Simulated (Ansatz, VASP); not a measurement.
## ScCl in VASP and in Ansatz

```
Sc Cl
1.0
     1.73650    1.00257    8.90333
    -1.73650    1.00257    8.90333
     0.00000   -2.00514    8.90333
Sc Cl
2 2
Cartesian
  0.0000 0.0000 5.7079
  0.0000 0.0000 21.0021
  0.0000 0.0000 10.4543
  0.0000 0.0000 16.2557
```

Alike in both runs: task single point; functional LDA; k mesh 6 × 6 × 6; occupations gaussian, width 0.1 eV; no spin polarisation.

|  | VASP | Ansatz |
| --- | --- | --- |
| version | VASP 6.6.1 | Ansatz 0.2.0 |
| potentials or method | VASP PAW LDA potentials, release 64 (Sc_sv, Cl) | scalar-relativistic, plane waves, PAW |
| plane-wave cutoff (eV) | 520 | 420 |
| valence electrons in the cell | 36 | 36 |

|  | VASP | Ansatz | Ansatz less VASP |
| --- | --- | --- | --- |
| gap on the k mesh at the Fermi level (eV) | none | none | - |
| pressure (GPa) | -4.0 | -4.1 | -0.12 |
| largest component of the traceless stress (GPa) | 0.13 | 0.17 | +0.046 |
| rms of the force components (eV/Å) | 0.280 | 0.299 | +0.0197 |

Atom by atom the forces differ by 0.020 eV/Å (rms over components). A gap of «none» marks a metal or a gap that the smearing closes.
